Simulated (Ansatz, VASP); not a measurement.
**TiZn (TiZn (Pm-3m)): VASP beside Ansatz**

One calculation is typed for both programs; each brings its own data sets. How far apart do they land? The cell is taken from a series of runs on this material, whose earlier steps may have relaxed, scaled, displaced or heated it; both programs get it as it stands.

Method: plane waves, with VASP 6.6.1 beside it; relaxation of cell and atoms at r2SCAN, in Ansatz 0.2.0.

## (1) The starting structure

Symmetry: Pm-3m, No. 221, cubic system. The conventional cell has a = 3.124 Å, b = 3.124 Å, c = 3.124 Å, α = 90.00°, β = 90.00°, γ = 90.00°. Nearest to Ti lie 8 Zn at 2.71 Å. Nearest to Zn lie 8 Ti at 2.71 Å. Farther neighbours are not listed.

## (2) VASP: relaxation of cell and atoms, r2SCAN

The relaxed volume is the usual yardstick between codes: in a stiff, nearly cubic crystal its relative difference is about their pressure difference at one cell divided by the bulk modulus.

Lines of VASP's logs that name or quote its potential files are left out, and so is its time.

File INCAR:

```
SYSTEM = TiZn
PREC = Accurate
ENCUT = 550
EDIFF = 1E-07
NELM = 120
ISMEAR = -1
SIGMA = 0.05
LREAL = .FALSE.
ALGO = Normal
METAGGA = R2SCAN
LASPH = .TRUE.
NBANDS = 18
LORBIT = 11
LWAVE = .FALSE.
LCHARG = .FALSE.
ISIF = 3
IBRION = 2
NSW = 80
EDIFFG = -0.005
GGA_COMPAT = .FALSE.
NELMIN = 4
LMIXTAU = .TRUE.
```

File POSCAR:

```
TiZn
1.0
    3.1237480000      0.0000000000      0.0000000000
    0.0000000000      3.1237480000      0.0000000000
    0.0000000000      0.0000000000      3.1237480000
Ti Zn
1 1
Direct
    0.5000000000      0.5000000000      0.5000000000
    0.0000000000      0.0000000000      0.0000000000
```

File KPOINTS:

```
Automatic mesh
0
Gamma
12 12 12
0 0 0
```

PAW data sets: Ti_sv and Zn (PBE family, release 64).

Run with:

```sh
mpirun -np 1 vasp_std
```

Numbers of over 12 decimals in the logs are rounded to 6 here.

Log:

```text
[banner, memory and clock lines left out]
running    1 mpi-ranks, on    1 nodes
 distrk:  each k-point on    1 cores,    1 groups
 distr:  one band on    1 cores,    1 groups

 POSCAR found type information on POSCAR TiZn
 POSCAR found :  2 types and       2 ions
|                                                                             |
|               ----> ADVICE to this user running VASP <----                  |
|                                                                             |
|     You enforced a specific xc type in the INCAR file but a different       |
|     [... a line on the potential file left out ...]
|     I HOPE YOU KNOW WHAT YOU ARE DOING!                                     |
|                                                                             |

 LDA part: xc-table for (None), standard interpolation
 POSCAR, INCAR and KPOINTS ok, starting setup
 FFT: planning ... GRIDC
 FFT: planning ... GRID_SOFT
 FFT: planning ... GRID
 WAVECAR not read
 entering main loop
       N       E                     dE             d eps       ncg     rms          rms(c)
DAV:   1     0.171887601632E+03    0.17189E+03   -0.13942E+04  3088   0.202E+03
DAV:   2    -0.108903609910E+02   -0.18278E+03   -0.17962E+03  3058   0.411E+02
DAV:   3    -0.276104886191E+02   -0.16720E+02   -0.16573E+02  5072   0.114E+02
DAV:   4    -0.283175567206E+02   -0.70707E+00   -0.69814E+00  3514   0.186E+01
DAV:   5    -0.283424447864E+02   -0.24888E-01   -0.24878E-01  3722   0.309E+00    0.108E+01
DAV:   6    -0.224473444334E+02    0.58951E+01   -0.13801E+01  3300   0.476E+01    0.298E+00
DAV:   7    -0.222207138963E+02    0.22663E+00   -0.13837E+00  3404   0.129E+01    0.176E+00
DAV:   8    -0.220965027178E+02    0.12421E+00   -0.72411E-01  3156   0.719E+00    0.106E+00
DAV:   9    -0.222707084330E+02   -0.17421E+00   -0.80149E-02  3216   0.329E+00    0.670E-01
DAV:  10    -0.223218741641E+02   -0.51166E-01   -0.73100E-02  3072   0.285E+00    0.171E-01
DAV:  11    -0.223220145934E+02   -0.14043E-03   -0.43188E-03  3456   0.578E-01    0.140E-01
DAV:  12    -0.223228029559E+02   -0.78836E-03   -0.43477E-03  3094   0.587E-01    0.616E-02
DAV:  13    -0.223233708875E+02   -0.56793E-03   -0.14920E-03  3090   0.412E-01    0.462E-02
DAV:  14    -0.223233325902E+02    0.38297E-04   -0.20744E-04  3148   0.169E-01    0.162E-02
DAV:  15    -0.223233371704E+02   -0.45802E-05   -0.35756E-05  3198   0.690E-02    0.791E-03
DAV:  16    -0.223233434356E+02   -0.62652E-05   -0.86487E-06  3154   0.274E-02    0.388E-03
DAV:  17    -0.223233420032E+02    0.14324E-05   -0.87328E-07  3210   0.124E-02    0.123E-03
DAV:  18    -0.223233420824E+02   -0.79159E-07   -0.53260E-07  3562   0.682E-03
   1 F= -.22323342E+02 E0= -.22320874E+02  d E =-.223233E+02
[...]
2 F= -.22323324E+02 E0= -.22320833E+02  d E =0.178468E-04
[...]
3 F= -.22323357E+02 E0= -.22320881E+02  d E =-.153440E-04
 curvature:  -0.22 expect dE=-0.392E-05 dE for cont linesearch -0.392E-05
 ZBRENT: interpolating
 opt :   0.5747  next Energy=   -22.323362 (dE=-0.203E-04)
 bond charge predicted
       N       E                     dE             d eps       ncg     rms          rms(c)
DAV:   1    -0.223235009455E+02   -0.14358E-03   -0.22520E-03  3416   0.724E-01    0.921E-02
DAV:   2    -0.223233563871E+02    0.14456E-03   -0.60109E-04  3506   0.368E-01    0.248E-02
DAV:   3    -0.223233528969E+02    0.34902E-05   -0.19725E-05  3876   0.311E-02    0.117E-02
DAV:   4    -0.223233536674E+02   -0.77052E-06   -0.64608E-06  4398   0.267E-02    0.544E-03
DAV:   5    -0.223233547445E+02   -0.10771E-05   -0.31414E-06  3856   0.157E-02    0.331E-03
DAV:   6    -0.223233546947E+02    0.49882E-07   -0.54965E-07  3326   0.689E-03
   4 F= -.22323355E+02 E0= -.22320873E+02  d E =-.126123E-04
 curvature:  -0.27 expect dE=-0.988E-07 dE for cont linesearch -0.988E-07
 trial: gam= 0.00000 g(F)=  0.652E-65 g(S)=  0.361E-06 ort =-0.630E-05 (trialstep = 0.915E+00)
 search vector abs. value=  0.361E-06
 reached required accuracy - stopping structural energy minimisation
```

OUTCAR, selected parts (step 2):

```text
ion  position               nearest neighbor table
   1  0.500  0.500  0.500-   2 2.71   2 2.71   2 2.71   2 2.71   2 2.71   2 2.71   2 2.71   2 2.71

  LATTYP: Found a simple cubic cell.
 ALAT       =     3.1237480000

 Subroutine GETGRP returns: Found 48 space group operations
 (whereof 48 operations were pure point group operations)

The static configuration has the point symmetry O_h .

 Found     84 irreducible k-points:

   k-points           NKPTS =     84   k-points in BZ     NKDIM =     84   number of bands    NBANDS=     18

   dimension x,y,z NGX =    24 NGY =   24 NGZ =   24
   dimension x,y,z NGXF=    48 NGYF=   48 NGZF=   48

   ENCUT  =  550.0 eV  40.42 Ry    6.36 a.u.   5.97  5.97  5.97*2*pi/ulx,y,z

   NELECT =      24.0000    total number of electrons

 k-points in reciprocal lattice and weights: Automatic mesh
   0.00000000  0.00000000  0.00000000       0.001
   0.08333333  0.00000000  0.00000000       0.003
   0.16666667  0.00000000  0.00000000       0.003
   0.25000000  0.00000000  0.00000000       0.003
   0.33333333  0.00000000  0.00000000       0.003
   0.41666667  0.00000000  0.00000000       0.003
   0.50000000  0.00000000  0.00000000       0.002
   0.08333333  0.08333333  0.00000000       0.007
   0.16666667  0.08333333  0.00000000       0.014
[...]
0.50000000  0.50000000  0.41666667       0.003
   0.50000000  0.50000000  0.50000000       0.001

 average (electrostatic) potential at core
       1 -79.3736       2 -38.6261

 E-fermi :   6.2105

 k-point     1 :       0.0000    0.0000    0.0000
  band No.  band energies     occupation
    ...
      8      -1.0013      2.00000
      9      -1.0013      2.00000
     10      -1.0013      2.00000
     11       5.5824      1.99999
     12       5.5824      1.99999
     13       8.6410      0.00000
     14       8.6410      0.00000
     15       8.6410      0.00000
     16      12.9121      0.00000
     17      12.9121      0.00000
    ...

 k-point     2 :       0.0833    0.0000    0.0000
  band No.  band energies     occupation
    ...
      8      -1.0086      2.00000
      9      -1.0086      2.00000
     10      -0.9981      2.00000
     11       5.5657      1.99999
     12       5.5927      1.99999
     13       8.4690      0.00000
     14       8.4690      0.00000
     15       8.6404      0.00000
     16      12.2579      0.00000
     17      13.2064      0.00000
    ...

 k-point     3 :       0.1667    0.0000    0.0000
  band No.  band energies     occupation
    ...
      8      -1.0284      2.00000
      9      -1.0284      2.00000
     10      -0.9892      2.00000
     11       5.4368      2.00000
     12       5.6218      1.99998
     13       8.0719      0.00000
     14       8.0719      0.00000
     15       8.6389      0.00000
     16      11.0233      0.00000
     17      13.9735      0.00000
    ...

  Total       -0.0022329     -0.0022329     -0.0022329     -0.0000000     -0.0000000      0.0000000
  in kB       -0.1171777     -0.1171777     -0.1171777     -0.0000000     -0.0000000      0.0000000
  external PRESSURE =      -0.1171777 kB  Pullay stress =       0.0000000 kB

  energy-cutoff  :      550.00
  volume of cell :       30.53
      direct lattice vectors                 reciprocal lattice vectors
     3.125435099  0.000000000  0.000000000     0.319955452 -0.000000000  0.000000000
     0.000000000  3.125435099  0.000000000    -0.000000000  0.319955452  0.000000000
    -0.000000000 -0.000000000  3.125435099    -0.000000000  0.000000000  0.319955452

 POSITION                                       TOTAL-FORCE (eV/Angst)
 -----------------------------------------------------------------------------------
      1.56272      1.56272      1.56272         0.000000     -0.000000      0.000000
      0.00000      0.00000      0.00000        -0.000000      0.000000      0.000000
 -----------------------------------------------------------------------------------
    total drift:                                0.000000      0.000000     -0.000000

  FREE ENERGIE OF THE ION-ELECTRON SYSTEM (eV)
  ---------------------------------------------------
  free  energy   TOTEN  =       -22.3233546947 eV

  energy  without entropy=      -22.3183919548  energy(sigma->0) =      -22.32087332

 reached required accuracy - stopping structural energy minimisation

 total charge
# of ion       s       p       d       tot
------------------------------------------
    1        2.184   6.133   1.841  10.158
    2        0.667   0.597   9.700  10.964
--------------------------------------------------
tot          2.851   6.731  11.541  21.123

[... 3 further parts left out ...]
```

CONTCAR:

```
TiZn
   1.00000000000000
     3.1254350989017383    0.0000000000000000    0.0000000000000000
     0.0000000000000000    3.1254350989017383    0.0000000000000000
    -0.0000000000000000   -0.0000000000000000    3.1254350989017383
  Ti              Zn
     1     1
Direct
     0.5000000000000000    0.5000000000000000    0.5000000000000000
     0.0000000000000000    0.0000000000000000    0.0000000000000000
```

## (3) Ansatz: relaxation of cell and atoms, r2SCAN

Ansatz runs on its PAW soft_1 files.

The same cell, functional, mesh and smearing now go to Ansatz.

File input.yaml:

```yaml
crystal:
  lattice:
    - [3.1237476, 0.0, 0.0]
    - [0.0, 3.1237476, 0.0]
    - [0.0, 0.0, 3.1237476]
  atoms:
    - { symbol: Ti, position: [0.5, 0.5, 0.5] }
    - { symbol: Zn, position: [0.0, 0.0, 0.0] }
basis:
  ecutwfc: 500
  xc_grid: 2
hamiltonian:
  xc: r2scan
  pseudopotentials: { kind: paw, azcp: { folder: soft_1 } }
kpoints:
  mp_grid: { grid: [12, 12, 12] }
scf:
  occupations: { method: fermi_dirac, width: 0.05 }
  max_iter: 150
output:
  forces: true
  stress: true
relax:
  f_tol: 0.01
  max_steps: 60
  cell: {}
checkpoint:
  write: "../r2scan.run"
  compress: false
  write_wavefunctions: false
  write_every: 100000
```

Run with:

```sh
ansatz run input.yaml --threads 4 --pin off --max-ram 6594MiB --backend cpu --events-out ev --progress --plain --runs-dir out
```

Log:

```text
Engine: ansatz 0.2.0, x86_64-unknown-linux-gnu
Pseudopotentials: kind: paw
Pseudopotential: Ti, paw, valence charge 12, recommended cutoff 500 eV (meta_gga), soft_1/Ti.paw.azcp
Pseudopotential: Zn, paw, valence charge 12, recommended cutoff 500 eV (meta_gga), soft_1/Zn.paw.azcp
Functional definition: r2SCAN
  parameter k0 = 0.174
  parameter k1 = 0.065
  parameter a1 = 4.9479
  exchange = r2scan_x(k0 = k0, k1 = k1, a1 = a1)
  correlation = r2scan_c
Crystal: 2 atoms, lattice volume = 30.481 Å³
Basis set: ecut = 500 eV, 751 PW (Γ), exchange–correlation on 48×48×48 points (8 copies of the dense FFT grid, shifted against one another)
Bands: 16, of which v1, the nominal top of the filled ones, is band 12 counted from 1 (11 counted from 0)
Symmetry: 48 space group operations
Space group: Pm-3m (ITA 221), of the structure as read, at distance tolerance 3.1e-5 Å
k-points: 84 of 1728
Non-local potential: Ti, projectors of the file, l = 0: 3, l = 1: 2, l = 2: 3, l = 3: 1
Non-local potential: Zn, projectors of the file, l = 0: 2, l = 1: 2, l = 2: 3, l = 3: 1
PAW form: soft (Blöchl's): semilocal exchange-correlation on the pseudo side does not see the compensation charge
PAW frozen core: Ti, regenerated for the run's functional (the file was generated under x = pbe(κ = 0.804, μ = 0.219515), c = pbe(β = 0.066725))
PAW frozen core: Zn, regenerated for the run's functional (the file was generated under x = pbe(κ = 0.804, μ = 0.219515), c = pbe(β = 0.066725))
PAW one-centre angular grid: Ti, 590 points (default); XC on 160 Gauss nodes
PAW one-centre angular grid: Zn, 590 points (default); XC on 160 Gauss nodes
Initial density: superposition of atomic densities (chi_scale 0.1, normalization cell, long waves kept (reshape's long-wave potential 0.00 eV rms))
Initial wavefunctions: pseudopotential atomic-orbital guess
Functional: x = r2scan, c = r2scan; τ floored in thin density (d = 2e-4 eV/Å³)
SCF iter   1: F=—  HF=-5830.831766 eV  |F-HF|=—  |Δ(HF+E_count)|=         —  Δρ=7.94e-2  dr2=1.53e0  dr2_τ=2.88e-2  ethr=3.10e-3  ⟨swp⟩=5.3  Hψ=6870  notcnv=0
preconditioner: auto → none  [metal: Δε(μ)=0.119 eV  Ē_g=6.916 eV  σ=0.050 eV  W_gap=0.43  n_scr=6 (ndim 8)  ℏωp=26.9 eV  f_vac=0.000  D(μ)=0.40/eV (n_scr^D=0)  sad-step TF]
SCF iter   2: F=—  HF=-5830.546722 eV  |F-HF|=—  |Δ(HF+E_count)|=   2.85e-1  Δρ=3.16e-2  dr2=1.56e-1  dr2_τ=7.14e-3  ethr=3.10e-3  ⟨swp⟩=2.0  Hψ=3013  notcnv=0
SCF iter   3: F=—  HF=-5830.514409 eV  |F-HF|=—  |Δ(HF+E_count)|=   3.23e-2  Δρ=1.29e-2  dr2=4.84e-2  dr2_τ=1.70e-3  ethr=6.52e-4  ⟨swp⟩=2.0  Hψ=3010  notcnv=0
SCF iter   4: F=—  HF=-5830.533253 eV  |F-HF|=—  |Δ(HF+E_count)|=   1.88e-2  Δρ=1.55e-2  dr2=5.89e-2  dr2_τ=1.62e-3  ethr=2.02e-4  ⟨swp⟩=2.4  Hψ=2420  notcnv=0
SCF iter   5: F=—  HF=-5830.527480 eV  |F-HF|=—  |Δ(HF+E_count)|=   5.77e-3  Δρ=6.69e-3  dr2=5.21e-3  dr2_τ=7.80e-5  ethr=2.02e-4  ⟨swp⟩=2.4  Hψ=2697  notcnv=0
SCF iter   6: F=—  HF=-5830.529732 eV  |F-HF|=—  |Δ(HF+E_count)|=   2.25e-3  Δρ=7.80e-4  dr2=1.26e-4  dr2_τ=2.46e-6  ethr=2.17e-5  ⟨swp⟩=2.0  Hψ=2311  notcnv=0
SCF iter   7: F=—  HF=-5830.529722 eV  |F-HF|=—  |Δ(HF+E_count)|=   9.37e-6  Δρ=1.59e-4  dr2=3.06e-6  dr2_τ=1.00e-7  ethr=5.25e-7  ⟨swp⟩=2.0  Hψ=1985  notcnv=0
SCF iter   8: F=—  HF=-5830.529725 eV  |F-HF|=—  |Δ(HF+E_count)|=   2.08e-6  Δρ=2.83e-5  dr2=1.68e-7  dr2_τ=5.32e-9  ethr=1.28e-8  ⟨swp⟩=2.5  Hψ=2406  notcnv=0
SCF iter   9: F=-5830.529725 eV  HF=-5830.529725 eV  |F-HF|=1.27e-11  |Δ(HF+E_count)|=   8.45e-9  Δρ=1.27e-6  dr2=2.64e-10  dr2_τ=7.20e-12  ethr=4.17e-10  ⟨swp⟩=4.4  Hψ=4440  notcnv=0
SCF 1 converged in 9 iterations: F = -5830.529725 eV  dr2 = 2.64e-10
  greatest PAW one-centre occupation: 1.000 electrons in one spin orbital (limit 2), on the Ti atom at site 0 (counted from 0), in its partial waves of l = 0
relax step   1: F+E_penalty+E_count = -5830.52972456 eV  Δ(F+E_penalty+E_count) = +0.000e0 eV  max|allowed force component| = 1.288e-29 eV/Å  Δτ_max = 0.0000 Å  P = -0.225 GPa  Ω = 30.481 Å³  (9 SCF iters, dr2 threshold 1.00e-7 eV, accepted)
[...]
relax step   2: F+E_penalty+E_count = -5830.52979938 eV  Δ(F+E_penalty+E_count) = -7.482e-5 eV  max|allowed force component| = 1.269e-29 eV/Å  Δτ_max = 0.0000 Å  P = +0.071 GPa  Ω = 30.409 Å³  energy of the carried Pulay correction = +4.002e-5 eV  (5 SCF iters, dr2 threshold 1.27e-7 eV, accepted)
[...]
relax step   3: F+E_penalty+E_count = -5830.52979355 eV  Δ(F+E_penalty+E_count) = +5.832e-6 eV  max|allowed force component| = 3.155e-30 eV/Å  Δτ_max = 0.0000 Å  P = -0.001 GPa  Ω = 30.426 Å³  energy of the carried Pulay correction = +3.045e-5 eV  (4 SCF iters, dr2 threshold 1.26e-8 eV, accepted)
[...]
relax step   4: F+E_penalty+E_count = -5830.52976412 eV  Δ(F+E_penalty+E_count) = +2.942e-5 eV  max|allowed force component| = 8.628e-31 eV/Å  Δτ_max = 0.0000 Å  P = -0.001 GPa  Ω = 30.426 Å³  stress off target by 1.19e-3 GPa  SCF on the basis re-selected at this cell (its energy is not comparable with the rows above)  (5 SCF iters)
basis re-selected at this cell: Δ(F+E_penalty+E_count) = +2.942e-5 eV, ΔP = -0.000 GPa vs the last step (what re-selecting the basis moved, of the pressure what is left beyond the Pulay correction that the steps carried, after the strain that the cell walked since its last selection, with what the two solves' SCF thresholds leave and, on support functions, any second-order correction that the steps lacked; it is no m [...]
SCF converged after 5 iterations
Free energy (F): -5830.529764 eV
Harris-Foulkes:  -5830.529764 eV  (|F-HF|=1.64e-11)
Internal energy: -5830.524876 eV  (E = F + TS)
E sigma→0 (E₀):  -5830.527320 eV
Entropy (-TS):   -0.004888 eV (-2.444 meV/atom)
Fermi energy:    12.961538 eV
--- Per-component energies (eV) ---
  E_band       = -104.475156
  E_kinetic    = 428.126176
  E_local      = -2547.313522  (includes V_loc(G=0)·N_el)
  E_nonlocal   = 879.471151
  E_hartree    = 972.169751
  E_xc         = -182.891951
  E_vxc        = -214.027215  (∫ρ·V_xc dr)
  E_paw        = -2962.476229  (= ΣΔE_a)
  E_vpaw       = -608.516241  (= ΣTr[D̂ρ^β])
  E_aug_tail   = 0.000043  (compensation charges beyond the density's cutoff)
  E_vtau       = 13.445157  (kinetic-family band-sum trace: ∫τ·v_τ [+ j·A + Jᵃ·Aᵃ] dr)
  E_ewald      = -2417.174222
  E_core_change = -0.436073  (= ΣΔE_core)
  E_smearing   = -0.004888  (= −TS)
  E_closure    = -0.000000  (closes the sum)
  Σ components = -5830.529764   (vs F -5830.529764, Δ=0.00e0)
--- Forces (eV/Å), atoms counted from 1 ---
  atom   1  Ti     0.00000000    -0.00000000    -0.00000000
  atom   2  Zn     0.00000000     0.00000000     0.00000000
  max |Σ_I F_I| component: 2.48e-30 eV/Å
--- Stress (GPa, compression-positive) ---
       -0.001189       0.000000       0.000000
        0.000000      -0.001189       0.000000
        0.000000       0.000000      -0.001189
  P = ⅓ Tr σ = -0.0012 GPa (-0.012 kbar)
--- Relaxed structure (3 steps of the walk, 3 accepted, 1 SCFs on fresh bases) ---
  F+E_penalty+E_count = -5830.52976412 eV   max|allowed force component| = 8.628e-31 eV/Å   (the final SCF, on the basis selected at the relaxed cell)
  cell:  # Å, volume = 30.4263 Å³
    - [3.121880, 0, 0.0]
    - [0, 3.121880, 0]
    - [0.0, 0, 3.121880]
  atoms:
    - { symbol: Ti, position: [0.5, 0.5, 0.5] }
    - { symbol: Zn, position: [0, 0, 0] }
```

## (4) Differences

Known differences besides the potentials themselves: VASP keeps PBE cores, Ansatz makes them for the functional; the cutoff is 500 eV in Ansatz and 550 eV in VASP; Ansatz adds a Pulay correction to the stress that steers its cell, VASP none; in our runs with r2SCAN, forces from VASP's data set Ti_sv part from Ansatz's all-electron ones, so neither program is the reference here. Total energies have different zeros and are not compared.

The two programs side by side:

| quantity | Ansatz | VASP | difference |
| --- | --- | --- | --- |
| volume (Å³) | 30.43 | 30.53 | -0.34 % |
| edge a after relaxation, in the typed setting (Å) | 3.122 | 3.125 | -0.11 % |

## (5) What came out

```
difference in volume (relaxation of cell and atoms, r2SCAN) : -0.34 %
```

The difference in volume is -0.34 % (relaxation of cell and atoms, r2SCAN), within the 1.2 % picked in this series as the mark of a large difference, as far as the stopping tolerances let one tell. Such differences can come from data sets, numerical settings and the points named under the comparisons, not from the functional's error against experiment.

[Lines on the potential files, build, host, timing and source positions are cut from VASP's logs without a mark.]

[Logs are printed without paths, hosts, clocks, repeated set-up lines and the standing remarks that a program may print on its own settings, such as how far it seeks lower states.]

[Hosts, paths, dates, database ids (printed as entryN), source tags and the programs' standing remarks are cut or masked in the printed files.]
